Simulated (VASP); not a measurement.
An input for Quantum ESPRESSO's pw.x (written as the equivalent of a VASP run, and not itself run):

```
&CONTROL
  calculation = 'scf'
  pseudo_dir = './pseudo'
  outdir = './out'
  tprnfor = .true.
  tstress = .true.
/
&SYSTEM
  ibrav = 0
  nat = 2
  ntyp = 2
  ecutwfc = 98
  occupations = 'smearing'
  smearing = 'methfessel-paxton'
  degauss = 0.00735
  input_dft = 'vdw-df-obk8'
/
&ELECTRONS
  conv_thr = 7.3e-09
  electron_maxstep = 100
/
ATOMIC_SPECIES
  Al 26.982 Al.upf
  Ni 58.693 Ni.upf
CELL_PARAMETERS angstrom
     2.8887378    0.0000000    0.0000000
     0.0000000    2.8887378    0.0000000
     0.0000000    0.0000000    2.8887378
ATOMIC_POSITIONS crystal
  Al   0.5000000  0.5000000  0.5000000
  Ni   0.0000000  0.0000000  0.0000000
K_POINTS automatic
  13 13 13 0 0 0
```

Q: Translate this input to VASP (INCAR, KPOINTS, POSCAR, choice of POTCAR).

A: Several could match; the one computed here: 
File KPOINTS:
```
Automatic mesh
0
Gamma
13 13 13
0 0 0
```

POSCAR:
```
NiAl
1
    2.8887378039     0.0000000000     0.0000000000
    0.0000000000     2.8887378039     0.0000000000
    0.0000000000     0.0000000000     2.8887378039
Al Ni
1 1
Direct
  0.5000000000   0.5000000000   0.5000000000
  0.0000000000   0.0000000000   0.0000000000
```

### INCAR
```
# general
SYSTEM  =NiAl
PREC    =Accurate
ENCUT   =520
LREAL   =F
LASPH   =T

# electronic loop
EDIFF   =1E-7
NELM    =100
ALGO    =Normal
LMAXMIX =4

# smearing
ISMEAR  =1
SIGMA   =0.1

# functional
GGA     =BO
LUSE_VDW=T
AGGAC   =0.0
PARAM1  =0.1833333333
PARAM2  =0.22

# ions
ISIF    =2

# output
LWAVE   =F
LCHARG  =F
```

POTCAR, in this order: Al Ni (PBE.64 set). Program: vasp_std.

The two are equivalent in intent, not identical: the potentials are each code's own (VASP's PAW set, PseudoDojo norm-conserving files in pw.x), so ENCUT and ecutwfc are chosen apart and not converted; conv_thr bounds pw.x's estimated SCF error, while EDIFF bounds the energy change between steps.

The compound is NiAl in the CsCl type structure. It was relaxed first.
